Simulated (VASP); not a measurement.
Level of theory: r2SCAN meta-GGA, VASP's PBE PAW potentials (set 64) (plane waves; VASP).

Input for VASP

**KPOINTS**
```
Automatic mesh
0
G
 14 14 14
```

### INCAR
```
SYSTEM = CoAl
PREC = Accurate
ENCUT = 400
EDIFF = 1E-7
NELM = 100
ALGO = Normal
LREAL = .FALSE.
LASPH = .TRUE.
ISMEAR = -5
METAGGA = R2SCAN
LMIXTAU = .TRUE.
LMAXMIX = 4
LWAVE = .FALSE.
LCHARG = .FALSE.
LORBIT = 11
NEDOS = 601
ISIF = 2
```

File POSCAR:
```
CoAl
1.0
  2.8205296957   0.0000000000   0.0000000000
  0.0000000000   2.8205296957   0.0000000000
  0.0000000000   0.0000000000   2.8205296957
Al Co
1 1
Cartesian
  1.4102648478   1.4102648478   1.4102648478
  0.0000000000   0.0000000000   0.0000000000
```

KPOINTS_OPT:
```
k-points along high-symmetry lines
10
Line-mode
Reciprocal
  0.000000   0.000000   0.000000 ! GAMMA
  0.000000   0.500000   0.000000 ! X

  0.000000   0.500000   0.000000 ! X
  0.500000   0.500000   0.000000 ! M

  0.500000   0.500000   0.000000 ! M
  0.000000   0.000000   0.000000 ! GAMMA

  0.000000   0.000000   0.000000 ! GAMMA
  0.500000   0.500000   0.500000 ! R

  0.500000   0.500000   0.500000 ! R
  0.000000   0.500000   0.000000 ! X

  0.500000   0.500000   0.500000 ! R
  0.500000   0.500000   0.000000 ! M
```

POTCAR, in this order: Al Co (PBE.64 set). Program: vasp_std.

**Question.** What will the output report for the number of irreducible k-points (NKPTS), number of bands (NBANDS), largest plane-wave count, number of space-group operations, FFT grid (NGX, NGY, NGZ)?

**Answer.** 
| Item | Result |
|---|---|
| number of irreducible k-points (NKPTS) | 120 |
| number of bands (NBANDS) | 10 |
| largest plane-wave count | 437 |
| number of space-group operations | 48 |
| FFT grid (NGX, NGY, NGZ) | 18 × 18 × 18 |

The compound is CoAl in the CsCl type structure. It was relaxed first. The run is not spin-polarised, so no magnetic state was tried.
